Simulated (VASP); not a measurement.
These are PBE GGA, VASP's PBE PAW potentials (set 64) (plane waves; VASP) values and carry that method's errors.

Input for VASP

### POSCAR
```
MoS2
12.0899080
  0.1291372110   0.0745573912   0.5000000000
 -0.1291372110   0.0745573912   0.5000000000
  0.0000000000  -0.1491147823   0.5000000000
Mo S
1 2
Cartesian
  0.0000000000   0.0000000000   0.0000000000
 -0.0000000000   0.0000000000   1.1284500000
 -0.0000000000   0.0000000000   0.8715000000
```

### KPOINTS
```
Automatic mesh
0
Gamma
6 6 6
0 0 0
```

INCAR:
```
# general
SYSTEM =MoS2
PREC   =Accurate
ENCUT  =300   # plane-wave cut-off (eV)
LREAL  =F   # projection in real space or not
LASPH  =T

# electronic loop
EDIFF  =1E-6   # SCF stop (eV)
NELM   =100   # most electronic steps
ALGO   =Normal
LMAXMIX=4   # l cut-off of mixed one-centre charges

# smearing
ISMEAR =0   # Gaussian
SIGMA  =0.1   # width (eV)

# functional
GGA    =PE   # PBE

# ions
ISIF   =2

# output
LWAVE  =F
LCHARG =F
```

POTCAR, in this order: Mo_sv S (PBE.64 set). Program: vasp_std.

The resulting files:

OSZICAR:
```
       N       E                     dE             d eps       ncg     rms          rms(c)
DAV:   1     0.109087943422E+03    0.10909E+03   -0.10536E+04  1232   0.956E+02
DAV:   2    -0.198039424693E+02   -0.12889E+03   -0.12647E+03  1502   0.270E+02
DAV:   3    -0.230646084125E+02   -0.32607E+01   -0.32412E+01  1280   0.413E+01
DAV:   4    -0.231024656124E+02   -0.37857E-01   -0.37818E-01  1439   0.433E+00
DAV:   5    -0.231028591654E+02   -0.39355E-03   -0.39354E-03  1305   0.408E-01    0.258E+01
DAV:   6    -0.220607505995E+02    0.10421E+01   -0.10524E+01  1206   0.220E+01    0.983E+00
DAV:   7    -0.218241828927E+02    0.23657E+00   -0.40301E+00  1218   0.125E+01    0.611E+00
DAV:   8    -0.217218591903E+02    0.10232E+00   -0.56692E-01  1210   0.514E+00    0.204E+00
DAV:   9    -0.217235812083E+02   -0.17220E-02   -0.23749E-02  1321   0.103E+00    0.650E-01
DAV:  10    -0.217221027366E+02    0.14785E-02   -0.11332E-02  1142   0.777E-01    0.147E-01
DAV:  11    -0.217221316349E+02   -0.28898E-04   -0.36051E-04  1189   0.144E-01    0.542E-02
DAV:  12    -0.217221248797E+02    0.67552E-05   -0.15997E-04  1220   0.903E-02    0.497E-02
DAV:  13    -0.217221435634E+02   -0.18684E-04   -0.33562E-05  1105   0.376E-02    0.111E-02
DAV:  14    -0.217221437082E+02   -0.14481E-06   -0.31060E-06  1240   0.111E-02
   1 F= -.21722144E+02 E0= -.21722144E+02  d E =-.101663E-10
```

**OUTCAR**
```
------------------------ aborting loop because EDIFF is reached ----------------------------------------
  FORCE on cell =-STRESS in cart. coord.  units (eV):
  Direction    XX          YY          ZZ          XY          YZ          ZX
  --------------------------------------------------------------------------------------
  Total        2.5391963      2.5391955      2.3846111      0.0000000      0.0000000      0.0000000
  in kB       79.7029719     79.7029455     74.8506874      0.0000000      0.0000000      0.0000000
  external PRESSURE =      78.0855349 kB  Pullay stress =       0.0000000 kB
  volume of cell :       51.04
      direct lattice vectors                 reciprocal lattice vectors
     1.561257000  0.901392000  6.044954000     0.320254769  0.184899208  0.055142410
    -1.561257000  0.901392000  6.044954000    -0.320254769  0.184899208  0.055142410
     0.000000000 -1.802784000  6.044954000     0.000000000 -0.369798415  0.055142410
 POSITION                                       TOTAL-FORCE (eV/Angst)
 -----------------------------------------------------------------------------------
      0.00000      0.00000      0.00000         0.000000      0.000000      0.008462
      0.00000      0.00000     13.64286         0.000000      0.000000      0.422750
      0.00000      0.00000     10.53635         0.000000      0.000000     -0.431212
 -----------------------------------------------------------------------------------
    total drift:                               -0.000000      0.000005      0.000027
  FREE ENERGIE OF THE ION-ELECTRON SYSTEM (eV)
  ---------------------------------------------------
  free  energy   TOTEN  =       -21.7221437082 eV

  energy  without entropy=      -21.7221437082  energy(sigma->0) =      -21.72214371
```
(Selected blocks of OUTCAR.)

At this cut-off the stress carries a Pulay error, which pulls relaxed volumes low.

The structure was generated: MoS2 was put into an ordered model structure, which need not be its known phase. The cell was not relaxed at this level.
